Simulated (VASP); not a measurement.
Output of a VASP run:

### OSZICAR
```
       N       E                     dE             d eps       ncg     rms          rms(c)
DAV:   1     0.557192294631E+02    0.55719E+02   -0.51962E+03   464   0.728E+02
DAV:   2    -0.151923060318E+01   -0.57238E+02   -0.53905E+02   496   0.191E+02
DAV:   3    -0.536377281110E+01   -0.38445E+01   -0.38327E+01   530   0.515E+01
DAV:   4    -0.545160948016E+01   -0.87837E-01   -0.87813E-01   548   0.889E+00
DAV:   5    -0.545362710242E+01   -0.20176E-02   -0.20176E-02   520   0.118E+00    0.161E+00
DAV:   6    -0.539243097361E+01    0.61196E-01   -0.85996E-02   506   0.188E+00    0.113E+00
DAV:   7    -0.538365593376E+01    0.87750E-02   -0.72181E-02   512   0.162E+00    0.597E-01
DAV:   8    -0.538569274638E+01   -0.20368E-02   -0.49402E-03   473   0.666E-01    0.142E-01
DAV:   9    -0.538566783521E+01    0.24911E-04   -0.12056E-04   503   0.118E-01    0.383E-02
DAV:  10    -0.538568656472E+01   -0.18730E-04   -0.36356E-05   497   0.710E-02    0.589E-03
DAV:  11    -0.538568759559E+01   -0.10309E-05   -0.36185E-06   485   0.204E-02    0.208E-03
DAV:  12    -0.538568796637E+01   -0.37077E-06   -0.43584E-07   407   0.609E-03
   1 F= -.53856880E+01 E0= -.53856880E+01  d E =-.952995E-28
```

File OUTCAR:
```
------------------------ aborting loop because EDIFF is reached ----------------------------------------
  FORCE on cell =-STRESS in cart. coord.  units (eV):
  Direction    XX          YY          ZZ          XY          YZ          ZX
  --------------------------------------------------------------------------------------
  Total        0.1667075      0.1667075      0.1667075     -0.0000000      0.0000000      0.0000000
  in kB        3.9397253      3.9397253      3.9397253     -0.0000000      0.0000000      0.0000000
  external PRESSURE =       3.9397253 kB  Pullay stress =       0.0000000 kB
  volume of cell :       67.80
      direct lattice vectors                 reciprocal lattice vectors
     0.000000000  3.236358000  3.236358000    -0.154494651  0.154494651  0.154494651
     3.236358000  0.000000000  3.236358000     0.154494651 -0.154494651  0.154494651
     3.236358000  3.236358000  0.000000000     0.154494651  0.154494651 -0.154494651
  FREE ENERGIE OF THE ION-ELECTRON SYSTEM (eV)
  ---------------------------------------------------
  free  energy   TOTEN  =        -5.3856879664 eV

  energy  without entropy=       -5.3856879664  energy(sigma->0) =       -5.38568797
```
(Selected blocks of OUTCAR.)

File POSCAR:
```
NaI
1
    0.0000000000     3.2363580000     3.2363580000
    3.2363580000     0.0000000000     3.2363580000
    3.2363580000     3.2363580000     0.0000000000
Na I
1 1
Direct
  0.0000000000   0.0000000000   0.0000000000
  0.5000000000   0.5000000000   0.5000000000
```

Question: Write an INCAR and KPOINTS that could have produced this output.

Answer: One answer among several that fit: the input of the run itself, PBE GGA, plane waves, VASP's PBE PAW potentials (set 64).

KPOINTS:
```
Automatic
0
G
  7 7 7
0 0 0
```

### INCAR
```
! general
SYSTEM  = NaI
PREC    = Accurate
ENCUT   = 300
LREAL   = .FALSE.
LASPH   = .TRUE.

! electronic loop
EDIFF   = 1E-6
NELM    = 100
ALGO    = Normal
LMAXMIX = 4

! smearing
ISMEAR  = 0
SIGMA   = 0.02

! functional
GGA     = PE

! ions
ISIF    = 2

! output
LWAVE   = .FALSE.
LCHARG  = .FALSE.
```

POTCAR, in this order: Na_pv I (PBE.64 set). Program: vasp_std.

At this cut-off the stress carries a Pulay error, which pulls relaxed volumes low.

The structure comes from a computed database's NaI entry; how it stands against other phases isn't given here. The cell was not relaxed at this level. The run is one of a series of settings (KPOINTS 7×7×7 Γ-centred mesh against the base run), some of them coarse on purpose.
